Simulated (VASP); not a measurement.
Given:

```xyz
3
Lattice="1.7933 -3.1061 0.0000 1.7933 3.1061 0.0000 0.0000 0.0000 5.8857" Properties=species:S:1:pos:R:3 pbc="T T T"
Mg     0.0000     0.0000     0.0000
I      1.7933     1.0354     1.6494
I      1.7933    -1.0354     4.2363
```

Computed with PBE GGA, VASP's PBE PAW potentials (set 64) (plane waves; VASP). Run with 500 eV cut-off, 7×7×4 Γ-centred mesh, Gaussian smearing of 0.050 eV, potentials Mg I.

Energy and stress use the plane-wave basis of the starting cell. Without a dispersion term in the relaxation, distances and binding between the weakly bound layers, chains or molecules are unreliable, and so is what depends on them.

**Question.** The ions, cell shape and volume at an external pressure of 45.0 GPa are relaxed. Predict the relaxed structure.

**Answer.** 
```xyz
3
Lattice="1.7274 -2.9919 0.0000 1.7274 2.9919 0.0000 0.0000 0.0000 5.7684" Properties=species:S:1:pos:R:3 pbc="T T T"
Mg     0.0000     0.0000     0.0000
I      1.7274     0.9973     1.6394
I      1.7274    -0.9973     4.1290
```
Space group P-3m1 (164), at a tolerance of 0.03 Å.

**Question.** How do energy and volume change from the first to the last step?

**Answer.** The energy (σ→0) changes by +457.3 meV/atom and the volume by -9.1 %, in 11 ionic steps.

The compound is MgI2 in the 1T layered structure. This run relaxes it under an external pressure of 45 GPa. Symmetry was kept, so distortions that lower it aren't found.
